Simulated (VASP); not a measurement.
Output of a VASP run:

**OUTCAR**
```
 ion  position               nearest neighbor table
   1  0.333  0.667  0.250-   2 3.34   2 3.34   2 3.38   2 3.38   2 3.38   2 3.38
   2  0.667  0.333  0.750-   1 3.34   1 3.34   1 3.38   1 3.38   1 3.38   1 3.38
  LATTYP: Found a base centered orthorhombic cell.
 ALAT       =     3.5246074352
 B/A-ratio  =     1.6627685442
 C/A-ratio  =     1.5373884684
 Subroutine PRICEL returns:
 Original cell was already a primitive cell.
 Subroutine GETGRP returns: Found  8 space group operations
The static configuration has the point symmetry C_2h.
 The point group associated with its full space group is D_2h.
The dynamic configuration has the point symmetry C_2h.
 Subroutine INISYM returns: Found  8 space group operations
 Subroutine IBZKPT returns following result:
 Found    172 irreducible k-points:

 Following reciprocal coordinates:
            Coordinates               Weight
  0.000000  0.000000  0.000000      1.000000
  0.083333 -0.000000  0.000000      4.000000
  0.166667  0.000000  0.000000      4.000000
  0.250000  0.000000  0.000000      4.000000
  0.333333 -0.000000  0.000000      4.000000
  0.416667  0.000000  0.000000      4.000000
  0.500000  0.000000  0.000000      2.000000
  0.083333  0.083333  0.000000      2.000000
  0.166667  0.083333  0.000000      4.000000
  0.250000  0.083333  0.000000      4.000000
  0.333333  0.083333  0.000000      4.000000
  0.416667  0.083333  0.000000      4.000000
  0.500000  0.083333  0.000000      4.000000
 -0.416667  0.083333  0.000000      4.000000
 -0.333333  0.083333  0.000000      4.000000
 -0.250000  0.083333  0.000000      4.000000
 -0.166667  0.083333  0.000000      4.000000
 -0.083333  0.083333  0.000000      2.000000
  0.166667  0.166667  0.000000      2.000000
  0.250000  0.166667  0.000000      4.000000
  0.333333  0.166667  0.000000      4.000000
  0.416667  0.166667  0.000000      4.000000
  0.500000  0.166667  0.000000      4.000000
 -0.416667  0.166667  0.000000      4.000000
 -0.333333  0.166667  0.000000      4.000000
 -0.250000  0.166667  0.000000      4.000000
 -0.166667  0.166667  0.000000      2.000000
  0.250000  0.250000  0.000000      2.000000
  0.333333  0.250000  0.000000      4.000000
  0.416667  0.250000  0.000000      4.000000
  0.500000  0.250000  0.000000      4.000000
 -0.416667  0.250000  0.000000      4.000000
 -0.333333  0.250000  0.000000      4.000000
 -0.250000  0.250000  0.000000      2.000000
  0.333333  0.333333  0.000000      2.000000
  0.416667  0.333333  0.000000      4.000000
  0.500000  0.333333  0.000000      4.000000
 -0.416667  0.333333  0.000000      4.000000
 -0.333333  0.333333  0.000000      2.000000
  0.416667  0.416667  0.000000      2.000000
   k-points           NKPTS =    172   k-points in BZ     NKDIM =    172   number of bands    NBANDS=     13
   number of dos      NEDOS =    301   number of ions     NIONS =      2
   total plane-waves  NPLWV =  23040
   dimension x,y,z NGX =    24 NGY =   24 NGZ =   40
   dimension x,y,z NGXF=    48 NGYF=   48 NGZF=   80
   ions per type =               2
   PREC   = accura    normal or accurate (medium, high low for compatibility)
   ISTART =      0    job   : 0-new  1-cont  2-samecut
   ICHARG =      2    charge: 1-file 2-atom 10-const
   ISPIN  =      1    spin polarized calculation?
   LNONCOLLINEAR =      F non collinear calculations
   LSORBIT =      F    spin-orbit coupling
   INIWAV =      1    electr: 0-lowe 1-rand  2-diag
   ENCUT  =  480.0 eV  35.28 Ry    5.94 a.u.   6.11  6.11  9.68*2*pi/ulx,y,z
   NELM   =    100;   NELMIN=  2; NELMDL= -5     # of ELM steps
   EDIFF  = 0.1E-06   stopping-criterion for ELM
   LREAL  =      F    real-space projection
   NLSPLINE    = F    spline interpolate recip. space projectors
   LMAXMIX     =    6 max onsite mixed and CHGCAR
   VOSKOWN=      0    Vosko Wilk Nusair interpolation
   EDIFFG = 0.1E-05   stopping-criterion for IOM
...
```

### OSZICAR
```
       N       E                     dE             d eps       ncg     rms          rms(c)
DAV:   1     0.458377323587E+02    0.45838E+02   -0.83697E+03  7698   0.132E+03
DAV:   2    -0.726516752598E+01   -0.53103E+02   -0.51370E+02  7490   0.533E+02
DAV:   3    -0.970225595245E+01   -0.24371E+01   -0.23077E+01  7891   0.621E+01
DAV:   4    -0.980296074545E+01   -0.10070E+00   -0.96540E-01  7919   0.101E+01
DAV:   5    -0.980769916552E+01   -0.47384E-02   -0.46446E-02  7469   0.219E+00    0.263E+01
DAV:   6    -0.980727119858E+01    0.42797E-03   -0.29398E-02  7506   0.326E+00    0.156E+01
DAV:   7    -0.981909290475E+01   -0.11822E-01   -0.49896E-02  7183   0.427E+00    0.371E-01
DAV:   8    -0.981879273533E+01    0.30017E-03   -0.31600E-03  7268   0.764E-01    0.838E-02
DAV:   9    -0.981878884674E+01    0.38886E-05   -0.19332E-04  7559   0.190E-01    0.286E-02
DAV:  10    -0.981878456666E+01    0.42801E-05   -0.18350E-05  7568   0.560E-02    0.301E-02
DAV:  11    -0.981878485804E+01   -0.29138E-06   -0.98950E-07  7454   0.134E-02    0.503E-03
DAV:  12    -0.981878500243E+01   -0.14439E-06   -0.86704E-08  4171   0.565E-03    0.209E-03
DAV:  13    -0.981878497981E+01    0.22623E-07   -0.35291E-08  3771   0.969E-03
   1 F= -.98187850E+01 E0= -.98189047E+01  d E =0.359252E-03
```

File OUTCAR:
```
------------------------ aborting loop because EDIFF is reached ----------------------------------------
  FORCE on cell =-STRESS in cart. coord.  units (eV):
  Direction    XX          YY          ZZ          XY          YZ          ZX
  --------------------------------------------------------------------------------------
  Total        0.3293325      1.3813247      0.5077695      0.0000000      0.0000000      0.0000000
  in kB        9.4281708     39.5447369     14.5364889      0.0000000      0.0000000      0.0000000
  external PRESSURE =      21.1697989 kB  Pullay stress =       0.0000000 kB
  volume of cell :       55.97
      direct lattice vectors                 reciprocal lattice vectors
     1.762303718 -2.930303187  0.000000000     0.283719540 -0.170630808  0.000000000
     1.762303718  2.930303187  0.000000000     0.283719540  0.170630808  0.000000000
     0.000000000  0.000000000  5.418690827     0.000000000  0.000000000  0.184546421
 POSITION                                       TOTAL-FORCE (eV/Angst)
 -----------------------------------------------------------------------------------
      1.76230      0.97677      1.35467         0.000000      0.050239     -0.000000
      1.76230     -0.97677      4.06402         0.000000     -0.050239      0.000000
 -----------------------------------------------------------------------------------
    total drift:                               -0.000000     -0.000000      0.000000
  FREE ENERGIE OF THE ION-ELECTRON SYSTEM (eV)
  ---------------------------------------------------
  free  energy   TOTEN  =        -9.8187849798 eV

  energy  without entropy=       -9.8191442320  energy(sigma->0) =       -9.81890473
```
(Selected blocks of OUTCAR.)

File POSCAR:
```
Er
1
    1.7623037176    -2.9303031869     0.0000000000
    1.7623037176     2.9303031869     0.0000000000
    0.0000000000     0.0000000000     5.4186908266
Er
2
Direct
  0.3333330000   0.6666670000   0.2500000000
  0.6666670000   0.3333330000   0.7500000000
```

### Question
Reconstruct the remaining input files.

### Answer
One answer among several that fit: the input of the run itself, PBEsol GGA, plane waves, VASP's PBE PAW potentials (set 64).

File KPOINTS:
```
Automatic mesh
0
gamma
12 12 6
```

**INCAR**
```
NELM = 100   ! most electronic steps
ISIF = 2
ISMEAR = 1   ! Methfessel-Paxton
LMAXMIX = 6   ! l cut-off of mixed one-centre charges
ALGO = Normal   ! blocked Davidson
ENCUT = 480   ! plane-wave cut-off (eV)
LREAL = F   ! projection in real space or not
GGA = PS
LWAVE = F
SYSTEM = Er
LASPH = T
SIGMA = 0.1
EDIFF = 1E-7
LCHARG = F
PREC = Accurate
```

POTCAR, in this order: Er_3 (PBE.64 set). Program: vasp_std.

The 4f electrons are frozen in the core of the lanthanide potential, so 4f levels, which can set the real gap, and their magnetism are missing.

The compound is Er in the hcp structure. This cell was strained or had an atom moved on purpose.
